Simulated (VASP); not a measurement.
```
AlW
1.0
    0.00000     2.87207     2.87207
    2.87207     0.00000     2.87207
    2.87207     2.87207     0.00000
W Al
1 1
Cartesian
  0.00000   0.00000   0.00000
  1.43603   1.43603   1.43603
```

These are PBEsol GGA, VASP's PBE PAW potentials (set 64) (plane waves; VASP) values and carry that method's errors. Numerical set-up: 400 eV cut-off, 12×12×12 Γ-centred mesh, tetrahedra with Blöchl corrections, potentials W_sv Al.

Unless said otherwise, spin-orbit coupling is left out, though it shifts the bands of the heavy elements here.

Question: Tabulate the total density of states (states/eV per cell) against energy (eV; zero at the valence-band maximum or, without a gap, the Fermi level).

Answer: 
(E (eV), DOS (states/eV)): (-9.98, 0.00); (-9.38, 0.00); (-8.90, 0.00); (-8.30, 0.00); (-7.70, 0.00); (-7.22, 0.10); (-6.62, 0.27); (-6.02, 0.42); (-5.54, 0.59); (-4.94, 1.00); (-4.34, 1.02); (-3.86, 0.00); (-3.26, 0.07); (-2.66, 0.98); (-2.18, 2.51); (-1.58, 2.21); (-0.98, 2.48); (-0.50, 2.32); (0.10, 3.52); (0.70, 3.27); (1.18, 1.69); (1.78, 0.80); (2.38, 0.32); (2.86, 1.05); (3.46, 0.77)
Within 2 eV below the Fermi level the largest weight inside VASP's projection spheres is W d.

The structure was generated: WAl was put into the zinc blende type (F-43m), which need not be its known phase. It was relaxed first, which changed the volume by -32 %. The electron count is odd and the run is not spin-polarised, which forces a metal.
